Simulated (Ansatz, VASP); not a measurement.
# BaTiO3: VASP beside Ansatz

Aim: how closely do two programs agree when they are given the same cell, functional and k mesh? The cell is taken from a series of VASP runs on this material, whose earlier steps may have relaxed, scaled or displaced it; both programs get it as it stands. Other levels of theory on this material are compared in a session of their own.

Program: Ansatz 0.2.0. Level of theory: plane waves, with VASP 6.6.1 beside it; dielectric response at PBE. Results are calculated unless marked as measured.

## 1. Set-up

It takes space group P4mm (No. 99, tetragonal). The conventional cell has a = 3.999 Å, b = 3.999 Å, c = 4.217 Å, α = 90.00°, β = 90.00°, γ = 90.00°. Nearest to Ba lie 12 O at 2.82 to 2.99 Å. Ti has 5 O at 1.82 to 2.01 Å nearest. O has 2 Ti at 1.82 to 2.40 Å and 4 Ba at 2.84 Å nearest. O has 2 Ti at 2.01 Å and 4 Ba at 2.82 to 2.99 Å nearest. Farther neighbours and most contacts between anions are not listed.

## 2. Ansatz: dielectric response, PBE

Ansatz runs on its default PAW (the set named soft_2) files.

The response to a field tests empty states and converges slowly with the mesh.

input.yaml reads:

```yaml
crystal:
  lattice:
    - [3.9987178624, 0.0, 0.0]
    - [0.0, 3.9987178624, 0.0]
    - [0.0, 0.0, 4.2173231794]
  atoms:
    - { symbol: Ba, position: [0.0, 0.0, 0.0129689622] }
    - { symbol: Ti, position: [0.5, 0.5, 0.5319687985] }
    - { symbol: O, position: [0.5, 0.5, 0.9627634873] }
    - { symbol: O, position: [0.5, 0.0, 0.484649376] }
    - { symbol: O, position: [0.0, 0.5, 0.484649376] }
hamiltonian:
  xc: pbe
  pseudopotentials: { kind: paw }
kpoints:
  mp_grid: { grid: [13, 13, 12] }
scf:
  occupations: { method: fixed }
dielectric:
  method: response
```

On the command line:

```bash
ansatz run input.yaml --threads 2 --pin off --max-ram 4608MiB --backend cpu --events-out ev --progress --plain --runs-dir out
```

Numbers of over 12 decimals in the logs are rounded to 6 here.

The log of the run:

```text
Engine: ansatz 0.2.0, aarch64-unknown-linux-gnu
Pseudopotentials: kind: paw
Pseudopotential: Ba, paw, valence charge 10, recommended cutoff 420 eV (normal), Ba.paw.azcp
Pseudopotential: Ti, paw, valence charge 12, recommended cutoff 420 eV (normal), Ti.paw.azcp
Pseudopotential: O, paw, valence charge 6, recommended cutoff 420 eV (normal), O.paw.azcp
Functional definition: PBE
  parameter kappa = 0.804
  parameter beta = 0.066725
  exchange = pbe_x(kappa = kappa, mu = beta*pi^2/3)
  correlation = pbe_c(beta = beta)
Crystal: 5 atoms, lattice volume = 67.434 Å³
Basis set: ecut = 420 eV, 1319 PW (Γ), exchange–correlation on 54×54×60 points (8 copies of the dense FFT grid, shifted against one another)
Bands: 25, of which v1, the nominal top of the filled ones, is band 20 counted from 1 (19 counted from 0)
Symmetry: 8 space group operations
k-points: 553 of 2028 (irreducible under 2 space group operations, time reversal used)
Non-local potential: Ba, projectors of the file, l = 0: 3, l = 1: 2, l = 2: 2, l = 3: 2
Non-local potential: Ti, projectors of the file, l = 0: 3, l = 1: 2, l = 2: 3, l = 3: 1
Non-local potential: O, projectors of the file, l = 0: 2, l = 1: 2, l = 2: 1
PAW form: soft (Blöchl's): semilocal exchange-correlation on the pseudo side does not see the compensation charge
PAW one-centre angular grid: Ba, 194 points (default); XC on 64 Gauss nodes
PAW one-centre angular grid: Ti, 590 points (default); XC on 64 Gauss nodes
PAW one-centre angular grid: O, 110 points (default); XC on 64 Gauss nodes
Initial density: superposition of atomic densities (neutral atoms: chi_scale 0, normalization atom), corrected by the library's trained network
Initial wavefunctions: pseudopotential atomic-orbital guess
Functional: x = pbe(κ = 0.804, μ = 0.219515), c = pbe(β = 0.066725)
SCF iter   1: F=—  HF=-10159.614972 eV  |F-HF|=—  |Δ(HF+E_count)|=         —  Δρ=1.54e-3  dr2=1.14e-3  ethr=1.77e-3  ⟨swp⟩=4.5  Hψ=58722  notcnv=0  defer=1183
preconditioner: auto → Resta (q_TF=auto, 2.501 Å⁻¹)  ε∞=5.6  [insulator: Δε(μ)=1.824 eV  Ē_g=11.928 eV  n_scr=18 (ndim 8)  ℏωp=25.6 eV  f_vac=0.000  ε∞_Penn≈5.6]
SCF iter   2: F=—  HF=-10159.615342 eV  |F-HF|=—  |Δ(HF+E_count)|=   3.69e-4  Δρ=8.86e-4  dr2=3.45e-4  ethr=2.85e-6  ⟨swp⟩=2.0  Hψ=30425  notcnv=0  defer=1641
SCF iter   3: F=—  HF=-10159.615407 eV  |F-HF|=—  |Δ(HF+E_count)|=   6.54e-5  Δρ=4.37e-4  dr2=5.62e-5  ethr=8.61e-7  ⟨swp⟩=2.0  Hψ=19313  notcnv=0  defer=1652
SCF iter   4: F=—  HF=-10159.615517 eV  |F-HF|=—  |Δ(HF+E_count)|=   1.10e-4  Δρ=1.89e-4  dr2=2.44e-5  ethr=1.41e-7  ⟨swp⟩=2.0  Hψ=21129  notcnv=0  defer=637
SCF iter   5: F=—  HF=-10159.615519 eV  |F-HF|=—  |Δ(HF+E_count)|=   2.21e-6  Δρ=4.17e-5  dr2=1.56e-6  ethr=6.10e-8  ⟨swp⟩=2.0  Hψ=18963  notcnv=0  defer=559
SCF iter   6: F=—  HF=-10159.615523 eV  |F-HF|=—  |Δ(HF+E_count)|=   4.11e-6  Δρ=1.86e-5  dr2=3.14e-7  ethr=3.90e-9  ⟨swp⟩=2.1  Hψ=23145  notcnv=0  defer=553
SCF iter   7: F=—  HF=-10159.615523 eV  |F-HF|=—  |Δ(HF+E_count)|=   3.59e-8  Δρ=5.87e-6  dr2=2.84e-8  ethr=7.85e-10  ⟨swp⟩=2.6  Hψ=22876  notcnv=0  defer=553
SCF iter   8: F=—  HF=-10159.615523 eV  |F-HF|=—  |Δ(HF+E_count)|=   1.26e-8  Δρ=1.45e-6  dr2=1.43e-9  ethr=7.10e-11  ⟨swp⟩=2.2  Hψ=21237  notcnv=0  defer=553
SCF iter   9: F=-10159.615523 eV  HF=-10159.615523 eV  |F-HF|=3.64e-11  |Δ(HF+E_count)|=   1.48e-9  Δρ=2.91e-7  dr2=5.89e-11  ethr=1.00e-12  ⟨swp⟩=7.9  Hψ=69177  notcnv=0
SCF 1 converged in 9 iterations: F = -10159.615523 eV  dr2 = 5.89e-11
  greatest PAW one-centre occupation: 0.999 electrons in one spin orbital (limit 2), on the Ti atom at site 1 (counted from 0), in its partial waves of l = 0
NSCF: frozen V_eff on 6 k-points
DFPT response loops at Γ: preconditioner auto → none (the input reference at scf.mixing.eps_inf says where Resta's filter doesn't serve); β = 0.50; Broyden in place of MSR1
── the response to a field inside a basis, on 14×14×12 k-points: an SCF that follows is theirs, and a resumed run solves both again ──
Bands: 21, of which v1, the nominal top of the filled ones, is band 20 counted from 1 (19 counted from 0)
k-points: 168 of 2352 (time reversal used)
Initial density: handed on by an earlier stage of this run
Initial wavefunctions: pseudopotential atomic-orbital guess (no wavefunctions were taken with the density)
Eigensolver: Dense (168 Hₖ)
SCF iter   1: F=—  HF=-10159.606011 eV  |F-HF|=—  |Δ(HF+E_count)|=         —  Δρ=3.77e-4  dr2=2.08e-5  ethr=1.00e-1
preconditioner: auto → Resta (q_TF=auto, 2.501 Å⁻¹)  ε∞=6.7  [insulator: Δε(μ)=1.896 eV  Ē_g=10.743 eV  n_scr=18 (ndim 8)  ℏωp=25.6 eV  f_vac=0.000  ε∞_Penn≈6.7]
SCF iter   2: F=—  HF=-10159.606014 eV  |F-HF|=—  |Δ(HF+E_count)|=   2.19e-6  Δρ=1.75e-4  dr2=1.20e-5  ethr=5.21e-8
SCF iter   3: F=—  HF=-10159.606014 eV  |F-HF|=—  |Δ(HF+E_count)|=   9.25e-7  Δρ=1.05e-4  dr2=2.72e-6  ethr=3.01e-8
SCF iter   4: F=—  HF=-10159.606015 eV  |F-HF|=—  |Δ(HF+E_count)|=   2.15e-7  Δρ=1.87e-5  dr2=1.60e-7  ethr=6.81e-9
SCF iter   5: F=-10159.606015 eV  HF=-10159.606015 eV  |F-HF|=1.30e-8  |Δ(HF+E_count)|=   2.47e-8  Δρ=5.38e-6  dr2=2.40e-8  ethr=3.99e-10
SCF 1 converged in 5 iterations: F = -10159.606015 eV  dr2 = 2.40e-8
DFPT response loops at Γ: mixed as the last ones told, above
SCF converged after 9 iterations
Free energy (F): -10159.615523 eV
Harris-Foulkes:  -10159.615523 eV  (|F-HF|=3.64e-11)
Internal energy: -10159.615523 eV  (E = F + TS)
E sigma→0 (E₀):  -10159.615523 eV
Fermi energy:    9.807406 eV
--- Per-component energies (eV) ---
  E_band       = -167.400355
  E_kinetic    = 967.513870
  E_local      = -2191.578617  (includes V_loc(G=0)·N_el)
  E_nonlocal   = 203.676338
  E_hartree    = 853.442452
  E_xc         = -490.580398
  E_vxc        = -544.889781  (∫ρ·V_xc dr)
  E_paw        = -6744.482355  (= ΣΔE_a)
  E_vpaw       = -309.014275  (= ΣTr[D̂ρ^β])
  E_aug_tail   = 0.007376  (compensation charges beyond the density's cutoff)
  E_ewald      = -2757.614189
  E_smearing   = -0.000000  (= −TS)
  E_closure    = -0.000000  (closes the sum)
  Σ components = -10159.615523   (vs F -10159.615523, Δ=0.00e0)
--- Band table (eV; the first three rows and the last of 553) ---
  k-point 0: bands = [... 16 lower, 8.5112, 8.9277, 9.2898, 9.2898, 11.6568, 12.2743, 12.2743, 13.8252, ... 1 higher]
  k-point 1: bands = [... 16 lower, 8.4644, 8.8311, 9.2801, 9.2801, 11.6630, 12.3427, 12.3427, 13.8250, ... 1 higher]
  k-point 2: bands = [... 16 lower, 8.3439, 8.5914, 9.2517, 9.2517, 11.6798, 12.5263, 12.5263, 13.8249, ... 1 higher]
  k-point 552: bands = [... 16 lower, 7.6755, 8.6887, 8.7198, 9.7884, 13.3707, 13.4030, 13.7198, 14.1142, ... 1 higher]
--- Dielectric response (ions clamped): 3 representative field directions + reference, inside a basis on a mesh of 2352 k-points (Σ response iterations 21) ---
  ε∞ (high-frequency dielectric tensor):
        6.159779     0.000000    -0.000000
        0.000000     6.159779     0.000000
       -0.000000     0.000000     5.138933
  Born effective charges Z* (e; rows j = field, columns β = displacement):
    site 0:
         2.71160    0.00000   -0.00000
         0.00000    2.71160    0.00000
        -0.00000    0.00000    2.91594
    site 1:
         6.84187    0.00000   -0.00000
         0.00000    6.84187    0.00000
        -0.00000    0.00000    4.84965
    site 2:
        -1.91857    0.00000   -0.00000
         0.00000   -1.91857    0.00000
         0.00000    0.00000   -4.04421
    site 3:
        -2.09911    0.00000    0.00000
         0.00000   -5.53578    0.00000
        -0.00000    0.00000   -1.86069
    site 4:
        -5.53578    0.00000    0.00000
         0.00000   -2.09911    0.00000
         0.00000    0.00000   -1.86069
  Z* charge neutrality: 2.239e-3 e pre-enforcement
  solved inside a basis spanned on kpoints, on 14×14×12 k-points, its susceptibility summed on 16×16×14: ε∞ is read to err by 1.9e-2, Z* by 2.4e-2 e (field_mesh: kpoints solves on kpoints); Z* is corrected for what the basis lacks
```

Elapsed: 10 min, on 2 threads of Arm Neoverse N1, shared host; peak memory 3.9 GiB.

[end of part 1 of 2]

[Lines on the potential files, build, host, timing and source positions are cut from VASP's logs without a mark.]

[Logs are printed without paths, hosts, clocks, repeated set-up lines and the standing remarks that a program may print on its own settings, such as how far it seeks lower states.]

[Hosts, paths, dates, database ids (printed as entryN), source tags and the programs' standing remarks are cut or masked in the printed files.]
